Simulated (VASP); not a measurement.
Input:

```
CELL_PARAMETERS angstrom
      4.30867     0.00000     0.00000
      0.00000     4.30867     0.00000
      0.00000     0.00000     4.30867
ATOMIC_POSITIONS crystal
  Cu 0.75000 0.25000 0.75000
  Cu 0.25000 0.75000 0.75000
  Cu 0.75000 0.75000 0.25000
  Cu 0.25000 0.25000 0.25000
  O  0.00000 0.00000 0.00000
  O  0.50000 0.50000 0.50000
```

All values below come from PBE GGA, VASP's PBE PAW potentials (set 64) (plane waves; VASP). Run with 520 eV cut-off, 6×6×6 Γ-centred mesh, tetrahedra with Blöchl corrections, potentials Cu O.

The cores are frozen, which limits the accuracy of field gradients.

Problem. Give the principal components of the electric field gradient (V/Å²) and the asymmetry η at each nucleus.

Solution. 
```
atom   Vxx   Vyy    Vzz     η
----  ----  ----  -----  ----
Cu1   29.0  29.0  -58.1  0.00
Cu2   29.0  29.0  -58.1  0.00
Cu3   29.0  29.0  -58.1  0.00
Cu4   29.0  29.0  -58.1  0.00
O5     0.0   0.0    0.0     -
O6     0.0   0.0    0.0     -
```

The compound is Cu2O in the cuprite structure. It was relaxed first.
